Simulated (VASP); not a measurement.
Crystal: Al2Au.

```
Al Au
1.0
     0.00000    3.00000    3.00000
     3.00000    0.00000    3.00000
     3.00000    3.00000    0.00000
Al Au
2 1
Direct
  0.25000 0.25000 0.25000
  0.75000 0.75000 0.75000
  0.00000 0.00000 0.00000
```

Base run:

* Program: VASP 6.6.1
* Functional: PBE
* Potentials or basis: VASP PAW PBE potentials, release 64 (Al, Au)
* Cutoff: 520 eV
* k mesh: 12 × 12 × 12
* Occupations: methfessel-paxton, width 0.1 eV
* Spin: no spin polarisation

Its results: pressure 3.2 GPa.

Problem. The run is repeated on the same cell with these changes: functional from PBE to r2SCAN. What comes out?

Solution. Pressure 0.3 GPa.

Caveats: the PAW data sets were made with another functional, which shifts forces and pressure a little (some runs).
